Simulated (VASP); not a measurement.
```
CELL_PARAMETERS angstrom
      0.00000     1.78416     1.78416
      1.78416     0.00000     1.78416
      1.78416     1.78416     0.00000
ATOMIC_POSITIONS crystal
  Cu 0.00000 0.00000 0.00000
```

Level of theory: PBE GGA with D3 dispersion (zero damping), VASP's PBE PAW potentials (set 64) (plane waves; VASP 6.6.1). Settings: 520 eV cut-off, Gaussian smearing of 0.050 eV, potentials Cu.

Predict the band gap (along the path) with the smallest direct gap where there is one.

```
Property                                                      Value
-------------------------  ----------------------------------------
band gap (along the path)  none (metal, semimetal or under 0.01 eV)
```

The absolute energy has meaning only against runs of the same code, potentials and settings.

The compound is Cu in the fcc structure. It was relaxed first.
